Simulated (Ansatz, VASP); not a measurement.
# Two plane-wave programs on MgZr2O3

```
Mg Zr O
1.0
     2.68234   -4.65013    0.00580
     2.68234    4.65013    0.00580
    -1.77984    0.00000    5.48922
Mg Zr O
2 4 6
Cartesian
  2.6823 -3.1001 0.0058
  2.6823 3.1001 0.0058
  -0.8899 0.0000 2.7446
  1.7924 1.5434 2.7504
  1.7924 -1.5434 2.7504
  2.6823 0.0000 0.0058
  -0.0353 1.6324 4.3413
  3.6202 1.6324 1.1595
  -0.0353 -1.6324 4.3413
  3.6202 -1.6324 1.1595
  2.7814 0.0000 4.3686
  0.8034 0.0000 1.1322
```

Alike in both runs: functional PBE; k mesh 3 × 3 × 2; occupations gaussian, width 0.15 eV; no spin polarisation.

Ansatz relaxed the structure, and its values are those at the end. VASP's run is a single point on that final structure, the one shown.

```csv
,VASP,Ansatz
version,VASP 6.6.1,Ansatz 0.2.0
potentials or method,"VASP PAW PBE potentials, release 64 (Mg, Zr_sv, O)","scalar-relativistic, plane waves, PAW"
plane-wave cutoff (eV),520,420
valence electrons in the cell,88,104
```

|  | VASP | Ansatz | Ansatz less VASP |
| --- | --- | --- | --- |
| gap on the k mesh at the Fermi level (eV) | none | none | - |
| pressure (GPa) | -0.4 | -0.4 | +0.02 |
| rms of the force components (eV/Å) | 0.012 | 0.015 | +0.0031 |

A gap of «none» marks a metal or a gap that the smearing closes. With one functional, cell and mesh, what is left measures potentials, basis and numerics. The two sets of potentials don't hold the same shells in valence.

Caveats: the k mesh is coarse (spacing up to 0.57 Å⁻¹), so the values aren't converged.
